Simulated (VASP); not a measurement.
Input for VASP

### KPOINTS
```
Automatic mesh
0
Gamma
2 2 1
0 0 0
```

POSCAR:
```
ZrB2
1
    3.1675200000     0.0000000000     0.0000000000
    0.0000000000     3.5523900000     0.0000000000
    0.0000000000     0.0000000000    26.0582000000
Zr B
4 8
Direct
  0.7536940000   0.0031020000   0.3419690000
  0.2443030000   0.0024190000   0.4469580000
  0.7469880000   0.0007870000   0.5530360000
  0.2455710000  -0.0022490000   0.6587780000
  0.2494120000   0.4977820000   0.3776020000
  0.2488300000   0.4937110000   0.3071690000
  0.7534180000   0.4988030000   0.4815710000
  0.7496070000   0.5069450000   0.4119890000
  0.2544400000   0.4958980000   0.5878750000
  0.2569800000   0.4946970000   0.5165770000
  0.7589600000   0.5015550000   0.6936840000
  0.7377980000   0.5065490000   0.6227770000
```

INCAR:
```
SYSTEM = ZrB2
PREC = Accurate
ENCUT = 400
EDIFF = 1E-6
NELM = 100
ALGO = Normal
LREAL = .FALSE.
LASPH = .TRUE.
ISMEAR = 1
SIGMA = 0.05
GGA = PS
LMAXMIX = 4
LWAVE = .FALSE.
LCHARG = .FALSE.
ISIF = 2
```

POTCAR, in this order: Zr_sv B (PBE.64 set). Program: vasp_std.

**Question.** Translate this PBEsol calculation to Quantum ESPRESSO's pw.x.

**Answer.** One equivalent input (not run):
```
&CONTROL
  calculation = 'scf'
  pseudo_dir = './pseudo'
  outdir = './out'
  tprnfor = .true.
  tstress = .true.
/
&SYSTEM
  ibrav = 0
  nat = 12
  ntyp = 2
  ecutwfc = 76
  occupations = 'smearing'
  smearing = 'methfessel-paxton'
  degauss = 0.003675
  input_dft = 'pbesol'
/
&ELECTRONS
  conv_thr = 7.3e-08
  electron_maxstep = 100
/
ATOMIC_SPECIES
  Zr 91.224 Zr.upf
  B 10.810 B.upf
CELL_PARAMETERS angstrom
     3.1675200    0.0000000    0.0000000
     0.0000000    3.5523900    0.0000000
     0.0000000    0.0000000   26.0582000
ATOMIC_POSITIONS crystal
  Zr   0.7536940  0.0031020  0.3419690
  Zr   0.2443030  0.0024190  0.4469580
  Zr   0.7469880  0.0007870  0.5530360
  Zr   0.2455710 -0.0022490  0.6587780
  B    0.2494120  0.4977820  0.3776020
  B    0.2488300  0.4937110  0.3071690
  B    0.7534180  0.4988030  0.4815710
  B    0.7496070  0.5069450  0.4119890
  B    0.2544400  0.4958980  0.5878750
  B    0.2569800  0.4946970  0.5165770
  B    0.7589600  0.5015550  0.6936840
  B    0.7377980  0.5065490  0.6227770
K_POINTS automatic
  2 2 1 0 0 0
```
Limits of the translation: the potentials are each code's own (VASP's PAW set, PseudoDojo norm-conserving files in pw.x), so ENCUT and ecutwfc are chosen apart and not converted; conv_thr bounds pw.x's estimated SCF error, while EDIFF bounds the energy change between steps.

The cell is a sheet with vacuum, built from a database entry that may be metastable or hypothetical.
